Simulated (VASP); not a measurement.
A run of VASP 6.6.1:

Contents of INCAR:

```
SYSTEM = TaO2
PREC = Accurate
ENCUT = 600
EDIFF = 1E-7
ISMEAR = 0
SIGMA = 0.1
LREAL = .False.
LASPH = .True.
NELM = 60
ALGO = Fast
ISIF = 3
LWAVE = .False.
LCHARG = .False.
GGA = PS
IBRION = 2
NSW = 90
EDIFFG = -0.005
```

The input KPOINTS:

```
regular mesh
0
Gamma
  8 8 12
  0 0 0
```

Contents of POSCAR:

```
TaO2
1.0
    5.0071460000      0.0000000000      0.0000000000
    0.0000000000      5.0071460000      0.0000000000
    0.0000000000      0.0000000000      2.8761010000
Ta O
2 4
Direct
    0.0000000000      0.0000000000      0.5000000000
    0.5000000000      0.5000000000      0.0000000000
    0.7147240000      0.2852760000      0.5000000000
    0.2852760000      0.7147240000      0.5000000000
    0.2147240000      0.2147240000      0.0000000000
    0.7852760000      0.7852760000      0.0000000000
```

Potentials or basis: VASP PAW PBE potentials, release 64 (Ta_pv, O).

Command:

```console
$ cat potpaw_PBE.64/Ta_pv/POTCAR potpaw_PBE.64/O/POTCAR > POTCAR
$ mpirun -np 1 vasp_std > vasp.out
```

Hardware: 1 thread of AMD EPYC 9R14 (Zen 4) (shared host).

Estimate the wall time of this run.

It took 19 min on 1 thread of AMD EPYC 9R14 (Zen 4) (shared host), peak memory 0.32 GiB. Counts: scf iterations 102, k points 105, ion steps 10.
